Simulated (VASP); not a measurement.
OSZICAR of a VASP run on MgH2 (rutile):

File OSZICAR:
```
       N       E                     dE             d eps       ncg     rms          rms(c)
DAV:   1     0.538886558221E+01    0.53889E+01   -0.31407E+03   384   0.758E+02
DAV:   2    -0.154302945388E+02   -0.20819E+02   -0.18992E+02   488   0.832E+01
DAV:   3    -0.161669483643E+02   -0.73665E+00   -0.73665E+00   520   0.225E+01
DAV:   4    -0.161683781636E+02   -0.14298E-02   -0.14298E-02   544   0.961E-01
DAV:   5    -0.161683844318E+02   -0.62681E-05   -0.62681E-05   528   0.512E-02    0.663E+00
DAV:   6    -0.152137862903E+02    0.95460E+00   -0.81319E-01   400   0.543E+00    0.337E+00
DAV:   7    -0.149031962175E+02    0.31059E+00   -0.99018E-01   400   0.650E+00    0.507E-01
DAV:   8    -0.149128820717E+02   -0.96859E-02   -0.18157E-02   416   0.113E+00    0.561E-02
DAV:   9    -0.149128862278E+02   -0.41561E-05   -0.29676E-04   600   0.148E-01    0.168E-02
DAV:  10    -0.149129097239E+02   -0.23496E-04   -0.35835E-05   448   0.564E-02    0.790E-03
DAV:  11    -0.149129089193E+02    0.80457E-06   -0.44207E-06   504   0.110E-02    0.218E-03
DAV:  12    -0.149129088446E+02    0.74765E-07   -0.23035E-07   432   0.363E-03
   1 F= -.14912909E+02 E0= -.14912909E+02  d E =-.149129E+02
```

Problem. Which electronic solver shows in the log?

Solution. It is blocked Davidson (ALGO = Normal, or the opening steps of other solvers). The INCAR had ALGO = Normal.

Problem. Can the final energy be trusted as converged?

Solution. The calculation finished and met its thresholds. It stopped with EDIFF = 1E-7, NELM = 100, NSW = 30 and EDIFFG = -0.01 after 1 ionic step (vdW-DF-cx, plane waves, VASP's PBE PAW potentials (set 64)).

The compound is MgH2 in the rutile structure. It was relaxed first.
